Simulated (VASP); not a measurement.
An input for Ansatz (written as the equivalent of a VASP run, and not itself run):

Ansatz 0.2 input:
```yaml
crystal:
  lattice:
    - [0.0000000, 2.7050000, 2.7050000]
    - [2.7050000, 0.0000000, 2.7050000]
    - [2.7050000, 2.7050000, 0.0000000]
  atoms:
    - { symbol: Zn, position: [0.0000000, 0.0000000, 0.0000000] }
    - { symbol: S, position: [0.2500000, 0.2500000, 0.2500000] }
kpoints:
  mp_grid: { grid: [8, 8, 8] }
hamiltonian:
  xc: r2scan
  dispersion: rvv10
  pseudopotentials: { kind: paw }
scf:
  occupations: { method: gaussian, width: 0.05 }
  max_iter: 100
relax:
  max_steps: 60
  f_tol: 0.01
  cell: {}
output: { forces: true, stress: true, eigenvalues: true }
```

Task: Write the VASP files for the same calculation (r2SCAN+rVV10).

Result: One answer among several that fit: 
**INCAR**
```
SYSTEM = ZnS
PREC = Accurate; ENCUT = 520; LREAL = .FALSE.
LASPH = .TRUE.
EDIFF = 1E-6; NELM = 100; ALGO = Normal
LMAXMIX = 4; LMIXTAU = .TRUE.
ISMEAR = 0; SIGMA = 0.05
METAGGA = R2SCAN; LUSE_VDW = .TRUE.; BPARAM = 11.95
CPARAM = 0.0093
IBRION = 2; NSW = 60; ISIF = 3
EDIFFG = -0.01
LWAVE = .FALSE.; LCHARG = .FALSE.
```

**KPOINTS**
```
Automatic mesh
0
gamma
8 8 8
0 0 0
```

### POSCAR
```
ZnS
1
    0.0000000000     2.7050000000     2.7050000000
    2.7050000000     0.0000000000     2.7050000000
    2.7050000000     2.7050000000     0.0000000000
Zn S
1 1
Direct
  0.0000000000   0.0000000000   0.0000000000
  0.2500000000   0.2500000000   0.2500000000
```

POTCAR, in this order: Zn S (PBE.64 set). Program: vasp_std.

What does not carry over: each code has its own PAW files, so the cut-off isn't converted (ENCUT is set for VASP's; basis.ecutwfc is left out, and Ansatz then takes the one that its files recommend); Ansatz stops its SCF on the density residual and VASP on the energy change (EDIFF).

The compound is ZnS in the zinc blende structure. This run relaxes it. Symmetry was kept, so distortions that lower it aren't found.
